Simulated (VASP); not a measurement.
# Ga2Ge2Se3 (R-3m) in VASP: a series of runs

The runs below take Ga2Ge2Se3 through relaxation of cell and atoms, with PBE.

All numbers are computed with VASP 6.6.1; they aren't measurements. Logs are shortened: lines on timing, memory, paths and dates and some standing lists are left out, and cuts for length are marked.

## (1) The crystal as given

It takes space group R-3m (No. 166, trigonal). The conventional cell has a = 5.709 Å, b = 5.709 Å, c = 14.673 Å, α = 90.00°, β = 90.00°, γ = 120.00°. Around Ga (site symmetry -3m) lie 6 Se at 2.95 Å and 6 Ge at 3.39 Å. Around Ga (site symmetry -3m) lie 6 Se at 2.85 Å and 2 Ge at 3.24 Å. Ge (site symmetry 3m) has 3 Se at 2.33 Å as nearest neighbours. Around Se (site symmetry 2/m) lie 2 Ge at 2.33 Å.

The cell was built by a generator and needn't be a form met in nature.

## (2) Relaxation of cell and atoms, PBE

INCAR

```
SYSTEM = Ga2Ge2Se3
PREC = Normal
ENCUT = 520
EDIFF = 1E-4
ISMEAR = 0
SIGMA = 0.15
LREAL = .False.
LASPH = .True.
NELM = 60
ALGO = Fast
ISIF = 3
LWAVE = .False.
LCHARG = .False.
GGA = PE
IBRION = 2
NSW = 24
EDIFFG = -0.08
```

KPOINTS

```
regular mesh
0
Gamma
  3 3 3
  0 0 0
```

POSCAR

```
Ga2Ge2Se3
1.0
    2.8543847100      1.6479797800      4.8909474300
   -2.8543847100      1.6479797800      4.8909474300
    0.0000000000     -3.2959595600      4.8909474300
Ga Ge Se
2 2 3
Direct
    0.0000000000      0.0000000000      0.0000000000
    0.5000000000      0.5000000000      0.5000000000
    0.7210000200      0.7210000200      0.7210000200
    0.2789999800      0.2789999800      0.2789999800
    0.0000000000      0.0000000000      0.5000000000
    0.0000000000      0.5000000000      0.0000000000
    0.5000000000      0.0000000000      0.0000000000
```

Potentials or basis: VASP PAW PBE potentials, release 64 (Ga_d, Ge_d, Se).

Run with:

```
cat potpaw_PBE.64/Ga_d/POTCAR potpaw_PBE.64/Ge_d/POTCAR potpaw_PBE.64/Se/POTCAR > POTCAR
mpirun -np 1 vasp_std > vasp.out
```

OUTCAR:

```text
SYSTEM = Ga2Ge2Se3
   PREC = Normal
   ENCUT = 520
   EDIFF = 1E-4
   ISMEAR = 0
   LREAL = .False.
   LASPH = .True.
   NELM = 60
   ISIF = 3
   GGA = PE
   IBRION = 2
   NSW = 24
   EDIFFG = -0.08

 ion  position               nearest neighbor table
   1  0.000  0.000  0.000-
   2  0.500  0.500  0.500-   6 2.85   7 2.85   7 2.85   6 2.85   5 2.85   5 2.85
   3  0.721  0.721  0.721-   5 2.33   6 2.33   7 2.33
   4  0.279  0.279  0.279-   5 2.33   6 2.33   7 2.33
   5  0.000  0.000  0.500-   3 2.33   4 2.33   2 2.85   2 2.85
   6  0.000  0.500  0.000-   3 2.33   4 2.33   2 2.85   2 2.85
   7  0.500  0.000  0.000-   3 2.33   4 2.33   2 2.85   2 2.85

  LATTYP: Found a trigonal (rhomboedric) cell.
 ALAT       =     5.8978569151
 COS(alpha) =     0.5315464399

  Lattice vectors:

 A1 = (   2.8543847100,   1.6479797800,   4.8909474300)
 A2 = (  -2.8543847100,   1.6479797800,   4.8909474300)
 A3 = (   0.0000000000,  -3.2959595600,   4.8909474300)

Analysis of symmetry for initial positions (statically):
=====================================================================
 Subroutine PRICEL returns:
 Original cell was already a primitive cell.

 Routine SETGRP: Setting up the symmetry group for a
 trigonal (rhombohedral) supercell.

 Subroutine GETGRP returns: Found 12 space group operations
 (whereof 12 operations were pure point group operations)
 out of a pool of 12 trial point group operations.

The static configuration has the point symmetry D_3d.

Analysis of symmetry for dynamics (positions and initial velocities):
=====================================================================
 Subroutine PRICEL returns:
 Original cell was already a primitive cell.

 Routine SETGRP: Setting up the symmetry group for a
 trigonal (rhombohedral) supercell.

 Subroutine GETGRP returns: Found 12 space group operations
 (whereof 12 operations were pure point group operations)
 out of a pool of 12 trial point group operations.

The dynamic configuration has the point symmetry D_3d.

 Subroutine INISYM returns: Found 12 space group operations
 (whereof 12 operations are pure point group operations),
 and found     1 'primitive' translations

----------------------------------------------------------------------------------------

                                     Primitive cell

  volume of cell :     138.0412

  direct lattice vectors                    reciprocal lattice vectors
     2.854384710  1.647979780  4.890947430     0.175169100  0.101133927  0.068153121
    -2.854384710  1.647979780  4.890947430    -0.175169100  0.101133927  0.068153121
     0.000000000 -3.295959560  4.890947430     0.000000000 -0.202267854  0.068153121

  length of vectors
     5.897856915  5.897856915  5.897856915     0.213441169  0.213441169  0.213441169

  position of ions in fractional coordinates (direct lattice)
     0.000000000  0.000000000  0.000000000
     0.500000000  0.500000000  0.500000000
     0.721000020  0.721000020  0.721000020
     0.278999980  0.278999980  0.278999980
     0.000000000  0.000000000  0.500000000
     1.000000000  0.500000000  0.000000000
     0.500000000  1.000000000  0.000000000

  ion indices of the primitive-cell ions
   primitive index   ion index
                 1           1
                 2           2
                 3           3
                 4           4
                 5           5
                 6           6
                 7           7

----------------------------------------------------------------------------------------

 KPOINTS: regular mesh

Automatic generation of k-mesh.
 Grid dimensions read from file:
 generate k-points for:    3    3    3

 Generating k-lattice:

  Cartesian coordinates                     Fractional coordinates (reciprocal lattice)
     0.058389700  0.033711309  0.022717707     0.333333333  0.000000000  0.000000000
    -0.058389700  0.033711309  0.022717707     0.000000000  0.333333333  0.000000000
     0.000000000 -0.067422618  0.022717707     0.000000000  0.000000000  0.333333333

  Length of vectors
[... 44 lines left out ...]
   AEXX    =    0.0000 exact exchange contribution
   IVDW    =     0    specifies the selected vdW correction
   LEPSILON=     F    determine dielectric tensor
   LRPA    =     F    only Hartree local field effects (RPA)
 conjugate gradient relaxation of ions
 non-spin polarized calculation
 RMM-DIIS sequential band-by-band and
 Gauss-broadening in eV      SIGMA  =   0.15
  energy-cutoff  :      520.00
  volume of cell :      138.04
 maximum number of plane-waves:      3750
   NGX = 21   NGY = 21   NGZ = 21

--------------------------------------- Ionic step        1  -------------------------------------------

 number of electron      72.0000059 magnetization

 Free energy of the ion-electron system (eV)
  ---------------------------------------------------
  ext. energy  EPLUGINS =         0.00000000
  ---------------------------------------------------
  free energy    TOTEN  =       -20.52084318 eV

  energy without entropy =      -20.45531196  energy(sigma->0) =      -20.48807757

 E-fermi :   6.4257     XC(G=0): -10.6060

 val. band max:        5.8930079907   @ k =   0.3333   0.3333   0.0000
 cond. band min:       6.4459252048   @ k =  -0.3333   0.3333   0.3333
 fundamental gap:      0.5529172141
 Fermi energy:         6.4256912591

 k-point     1 :       0.0000    0.0000    0.0000
  band No.  band energies     occupation
      1     -19.0242      2.00000
      2     -19.0242      2.00000
      3     -19.0101      2.00000
      4     -19.0101      2.00000
      5     -18.9756      2.00000
      6     -18.9744      2.00000
[... 381 lines left out ...]
  FREE ENERGIE OF THE ION-ELECTRON SYSTEM (eV)
  ---------------------------------------------------
  free  energy   TOTEN  =       -23.3976254953 eV

  energy  without entropy=      -23.3369709021  energy(sigma->0) =      -23.36729820

 E-fermi :   4.5849     XC(G=0):  -9.9971

 val. band max:        4.3496120461   @ k =   0.3333   0.3333   0.0000
 cond. band min:       4.5876711252   @ k =  -0.3333   0.3333   0.0000
 fundamental gap:      0.2380590791
 Fermi energy:         4.5848954069

 k-point     1 :       0.0000    0.0000    0.0000
  band No.  band energies     occupation
      1     -20.4966      2.00000
      2     -20.4966      2.00000
      3     -20.4924      2.00000
      4     -20.4924      2.00000
      5     -20.4599      2.00000
      6     -20.4599      2.00000
[... 265 lines left out ...]
     42       7.3687      0.00000
     43       7.7489      0.00000

[... ionic steps 4 to 19 ...]

--------------------------------------- Ionic step       20  -------------------------------------------

 number of electron      71.9999973 magnetization

------------------------ aborting loop because EDIFF is reached ----------------------------------------

  FORCE on cell =-STRESS in cart. coord.  units (eV):
  Direction    XX          YY          ZZ          XY          YZ          ZX
  --------------------------------------------------------------------------------------
  -------------------------------------------------------------------------------------
  Total        0.7503545      0.7503545      0.0528915      0.0000000     -0.0000000      0.0000000
  in kB        7.6553200      7.6553200      0.5396135      0.0000000     -0.0000000      0.0000000
  external PRESSURE =       5.2834178 kB  Pullay stress =       0.0000000 kB
[... 67 lines left out ...]
  energy  without entropy=      -23.5658986238  energy(sigma->0) =      -23.58430274

--------------------------------------- Ionic step       22  -------------------------------------------

 number of electron      71.9999972 magnetization

 Free energy of the ion-electron system (eV)
  ---------------------------------------------------
  ext. energy  EPLUGINS =         0.00000000
  ---------------------------------------------------
  free energy    TOTEN  =       -23.60366722 eV

  energy without entropy =      -23.56719673  energy(sigma->0) =      -23.58543198

 E-fermi :   4.6660     XC(G=0): -10.1173

 val. band max:        4.6150606657   @ k =  -0.3333   0.3333   0.0000
 cond. band min:       4.7323074777   @ k =   0.3333   0.3333   0.3333
 fundamental gap:      0.1172468120
 Fermi energy:         4.6659748876

 k-point     1 :       0.0000    0.0000    0.0000
  band No.  band energies     occupation
      1     -20.2981      2.00000
      2     -20.2981      2.00000
      3     -20.2931      2.00000
      4     -20.2931      2.00000
      5     -20.2618      2.00000
      6     -20.2618      2.00000
[... 299 lines left out ...]
  FREE ENERGIE OF THE ION-ELECTRON SYSTEM (eV)
  ---------------------------------------------------
  free  energy   TOTEN  =       -23.6036672225 eV

  energy  without entropy=      -23.5671967293  energy(sigma->0) =      -23.58543198

 reached required accuracy - stopping structural energy minimisation
```

Run time: 3.6 min. Hardware: 1 thread of Intel Xeon 6975P-C (Granite Rapids), shared host; peak memory 0.24 GiB.

What came out:

```
Free energy                            : -23.6037 eV
Relaxed volume                         : 22.44 Å³/atom
Relaxed cell                           : a = 6.020 Å, b = 6.020 Å, c = 6.020 Å, α = 60.80°, β = 60.80°, γ = 60.80°
Space group after relaxing (to 0.05 Å) : R-3m (No. 166)
Energy gained by relaxing              : 440.4 meV/atom
Ionic steps                            : 22
Pressure after relaxing                : 0.3 GPa
Largest force after relaxing           : 0.047 eV/Å
Band gap on the k mesh                 : none (metal or under the smearing width)
```

Forces on the atoms (eV/Å):
```
Ga   0.000  0.000  0.000
Ga   0.000  0.000  0.000
Ge   0.000  0.000  0.047
Ge   0.000  0.000 -0.047
Se   0.000  0.000  0.000
Se   0.000  0.000  0.000
Se   0.000  0.000  0.000
```

The path:
```csv
step,energy change (eV),largest force (eV/Å),pressure (GPa),volume (Å³)
1,0.0000,5.6192,22.24,138.04
2,-2.2608,0.8954,-5.33,200.25
3,-2.8768,0.3426,-0.41,174.69
4,-2.8769,0.3985,-0.12,173.90
5,-2.8993,0.3773,-0.50,172.76
6,-2.9534,0.4654,0.26,169.32
7,-2.9876,0.5984,1.23,162.28
8,-3.0060,0.4831,0.53,162.57
9,-3.0364,0.1528,0.40,163.44
10,-3.0380,0.0518,-0.48,163.71
11,-3.0379,0.1596,-0.37,163.61
12,-3.0380,0.0712,-0.61,163.66
13,-3.0423,0.0729,0.00,162.84
14,-3.0436,0.0801,0.08,162.58
15,-3.0459,0.0647,-0.03,162.06
16,-3.0500,0.0347,0.20,161.03
17,-3.0597,0.0083,0.03,160.73
18,-3.0785,0.1512,-0.61,159.82
19,-3.0821,0.1512,-0.52,157.84
20,-3.0801,0.1410,0.53,157.04
21,-3.0819,0.0925,-0.29,157.69
22,-3.0828,0.0470,0.33,157.09
```

Final structure:
```yaml
crystal:
  lattice:
    - [3.04661, 1.75896, 4.88566]
    - [-3.04661, 1.75896, 4.88566]
    - [0.00000, -3.51792, 4.88566]
  atoms:
    - { symbol: Ga, position: [0.00000, 0.00000, 0.00000] }
    - { symbol: Ga, position: [0.50000, 0.50000, 0.50000] }
    - { symbol: Ge, position: [0.68888, 0.68888, 0.68888] }
    - { symbol: Ge, position: [0.31112, 0.31112, 0.31112] }
    - { symbol: Se, position: [0.00000, 0.00000, 0.50000] }
    - { symbol: Se, position: [0.00000, 0.50000, 0.00000] }
    - { symbol: Se, position: [0.50000, 0.00000, 0.00000] }
```

Caveat: the k mesh is coarse (spacing up to 0.45 Å⁻¹), so the values aren't converged; the relaxation stopped at a loose force limit of 0.08 eV/Å, so its end isn't a converged minimum.

## (3) Relaxation of cell and atoms, PBE

This run uses another cell than the first one, of 20.06 Å³/atom, 1.017 times its volume.

INCAR is that of step 2.

KPOINTS is that of step 2.

POSCAR

```
Ga2Ge2Se3
1.0
    2.8807746200      1.6632160000      4.8848092700
   -2.8807746200      1.6632160000      4.8848092700
    0.0000000000     -3.3264320000      4.8848092700
Ga Ge Se
2 2 3
Direct
    0.2809000000      0.2809000000      0.2809000000
    0.7191000000      0.7191000000      0.7191000000
    0.5000000000      0.5000000000      0.5000000000
    0.0000000000      0.0000000000      0.0000000000
    0.0000000000      0.0000000000      0.5000000000
    0.5000000000      0.0000000000      0.0000000000
    0.0000000000      0.5000000000      0.0000000000
```

Potentials or basis: VASP PAW PBE potentials, release 64 (Ga_d, Ge_d, Se).

Run with:

```
cat potpaw_PBE.64/Ga_d/POTCAR potpaw_PBE.64/Ge_d/POTCAR potpaw_PBE.64/Se/POTCAR > POTCAR
mpirun -np 1 vasp_std > vasp.out
```

Wall time 2.9 min (1 thread of Intel Xeon 6975P-C (Granite Rapids), shared host); peak memory 0.22 GiB.

Results (log left out):

```yaml
Free_energy: -23.6673 eV
Relaxed_volume: 22.13 Å³/atom
Relaxed_cell: a = 6.079 Å, b = 6.079 Å, c = 6.079 Å, α = 58.92°, β = 58.92°, γ = 58.92°
Space_group_after_relaxing_to_0.05_Å: R-3m (No. 166)
Energy_gained_by_relaxing: 370.0 meV/atom
Ionic_steps: 12
Pressure_after_relaxing: -0.2 GPa
Largest_force_after_relaxing: 0.009 eV/Å
Band_gap_on_the_k_mesh: none (metal or under the smearing width)
```

Forces in eV/Å, atoms in the order of the input:
```
Ga   0.000  0.000  0.009
Ga   0.000  0.000 -0.009
Ge   0.000  0.000  0.000
Ge   0.000  0.000  0.000
Se   0.000  0.000  0.000
Se   0.000  0.000  0.000
Se   0.000  0.000  0.000
```

Stress tensor (GPa, compression positive):
```
-0.21  0.00  0.00
 0.00 -0.21  0.00
 0.00  0.00 -0.29
```

The path:
```tsv
step	energy change (eV)	largest force (eV/Å)	pressure (GPa)	volume (Å³)
1	0.0000	4.8650	16.56	140.43
2	-1.8801	0.2021	-4.74	186.92
3	-2.0958	0.9933	-1.42	172.53
4	-2.2236	0.8732	-1.27	168.47
5	-2.4975	0.6578	0.03	156.65
6	-1.8858	1.0780	8.97	134.61
7	-2.5135	0.6590	1.36	152.85
8	-2.5202	0.4601	1.98	149.63
9	-2.5856	0.1430	0.77	152.60
10	-2.5857	0.0384	0.45	152.46
11	-2.5857	0.1297	0.74	152.52
12	-2.5900	0.0087	-0.24	154.94
```

Final structure:
```cif
data_structure
_symmetry_space_group_name_H-M 'P 1'
_symmetry_Int_Tables_number 1
_cell_length_a 6.0790
_cell_length_b 6.0790
_cell_length_c 6.0790
_cell_angle_alpha 58.922
_cell_angle_beta 58.922
_cell_angle_gamma 58.922
_cell_volume 154.94
loop_
_atom_site_label
_atom_site_type_symbol
_atom_site_fract_x
_atom_site_fract_y
_atom_site_fract_z
_atom_site_occupancy
Ga1 Ga 0.31498 0.31498 0.31498 1
Ga2 Ga 0.68502 0.68502 0.68502 1
Ge1 Ge 0.50000 0.50000 0.50000 1
Ge2 Ge 0.00000 0.00000 0.00000 1
Se1 Se 0.00000 0.00000 0.50000 1
Se2 Se 0.50000 0.00000 0.00000 1
Se3 Se 0.00000 0.50000 0.00000 1
```

Levels at points of the mesh, in eV from the Fermi level:
```tsv
k point	band 33	band 34	band 35	band 36	band 37	band 38	band 39	band 40
(0.00, 0.00, 0.00)	-3.63	-0.28	-0.28	0.32	0.73	0.73	2.25	2.25
```

Caveat: the k mesh is coarse (spacing up to 0.44 Å⁻¹), so the values aren't converged; the relaxation stopped at a loose force limit of 0.08 eV/Å, so its end isn't a converged minimum.

## (4) Relaxation of cell and atoms, PBE

This run uses another cell than the first one, of 21.82 Å³/atom, 1.107 times its volume.

INCAR is that of step 3.

KPOINTS is that of step 3.

POSCAR

```
Ga2Ge2Se3
1.0
    3.0000000000      1.7320508100      4.9000000000
   -3.0000000000      1.7320508100      4.9000000000
    0.0000000000     -3.4641016200      4.9000000000
Ga Ge Se
2 2 3
Direct
    0.0000000000      0.0000000000      0.0000000000
    0.5000000000      0.5000000000      0.5000000000
    0.2170000000      0.2170000000      0.2170000000
    0.7830000000      0.7830000000      0.7830000000
    0.5000000000      0.5000000000      0.0000000000
    0.0000000000      0.5000000000      0.5000000000
    0.5000000000      0.0000000000      0.5000000000
```

Run with:

```
cat potpaw_PBE.64/Ga_d/POTCAR potpaw_PBE.64/Ge_d/POTCAR potpaw_PBE.64/Se/POTCAR > POTCAR
mpirun -np 1 vasp_std > vasp.out
```

Wall time 3.3 min (1 thread of Intel Xeon 6975P-C (Granite Rapids), shared host); peak memory 0.23 GiB.

The run converged. Its results:

| Property | Result |
| --- | --- |
| Free energy | -23.6118 eV |
| Relaxed volume | 22.75 Å³/atom |
| Relaxed cell | a = 6.039 Å, b = 6.039 Å, c = 6.039 Å, α = 61.02°, β = 61.02°, γ = 61.02° |
| Space group after relaxing (to 0.05 Å) | R-3m (No. 166) |
| Energy gained by relaxing | 171.9 meV/atom |
| Ionic steps | 17 |
| Pressure after relaxing | -0.3 GPa |
| Largest force after relaxing | 0.022 eV/Å |
| Band gap on the k mesh | none (metal or under the smearing width) |

Forces in eV/Å, atoms in the order of the input:
```
Ga   0.000  0.000  0.000
Ga   0.000  0.000  0.000
Ge   0.000  0.000 -0.022
Ge   0.000  0.000  0.022
Se   0.000  0.000  0.000
Se   0.000  0.000  0.000
Se   0.000  0.000  0.000
```

Stress tensor (GPa, compression positive):
```
-0.44  0.00  0.00
 0.00 -0.44  0.00
 0.00  0.00 -0.06
```

The path:
| step | energy change (eV) | largest force (eV/Å) | pressure (GPa) | volume (Å³) |
| --- | --- | --- | --- | --- |
| 1 | 0.0000 | 2.8290 | 10.65 | 152.77 |
| 2 | -0.9079 | 0.1628 | -2.74 | 187.13 |
| 3 | -0.9936 | 0.4080 | -0.52 | 177.85 |
| 4 | -0.9932 | 0.4423 | 0.55 | 177.32 |
| 5 | -1.0030 | 0.3824 | -0.21 | 176.75 |
| 6 | -1.0322 | 0.3718 | -0.45 | 175.05 |
| 7 | -1.0883 | 0.3230 | -1.00 | 171.67 |
| 8 | -1.1773 | 0.1406 | -0.59 | 165.04 |
| 9 | -1.0495 | 0.8832 | 0.81 | 152.24 |
| 10 | -1.1930 | 0.1203 | -0.25 | 162.81 |
| 11 | -1.1968 | 0.1868 | -0.29 | 159.00 |
| 12 | -1.2001 | 0.0019 | -0.66 | 160.97 |
| 13 | -1.1942 | 0.0465 | 0.87 | 155.17 |
| 14 | -1.2038 | 0.0279 | 0.35 | 158.86 |
| 15 | -1.2034 | 0.0232 | -0.46 | 159.46 |
| 16 | -1.2037 | 0.0350 | 0.48 | 159.07 |
| 17 | -1.2035 | 0.0216 | -0.31 | 159.27 |

Final structure:
```cif
data_structure
_symmetry_space_group_name_H-M 'P 1'
_symmetry_Int_Tables_number 1
_cell_length_a 6.0387
_cell_length_b 6.0387
_cell_length_c 6.0387
_cell_angle_alpha 61.016
_cell_angle_beta 61.016
_cell_angle_gamma 61.016
_cell_volume 159.27
loop_
_atom_site_label
_atom_site_type_symbol
_atom_site_fract_x
_atom_site_fract_y
_atom_site_fract_z
_atom_site_occupancy
Ga1 Ga 0.00000 0.00000 0.00000 1
Ga2 Ga 0.50000 0.50000 0.50000 1
Ge1 Ge 0.19035 0.19035 0.19035 1
Ge2 Ge 0.80965 0.80965 0.80965 1
Se1 Se 0.50000 0.50000 0.00000 1
Se2 Se 0.00000 0.50000 0.50000 1
Se3 Se 0.50000 0.00000 0.50000 1
```

Levels at points of the mesh, in eV from the Fermi level:
| k point | band 33 | band 34 | band 35 | band 36 | band 37 | band 38 |
| --- | --- | --- | --- | --- | --- | --- |
| (0.00, 0.00, 0.00) | -3.74 | -1.18 | -1.18 | 0.25 | 0.58 | 0.58 |

Caveat: the k mesh is coarse (spacing up to 0.43 Å⁻¹), so the values aren't converged; the relaxation stopped at a loose force limit of 0.08 eV/Å, so its end isn't a converged minimum.
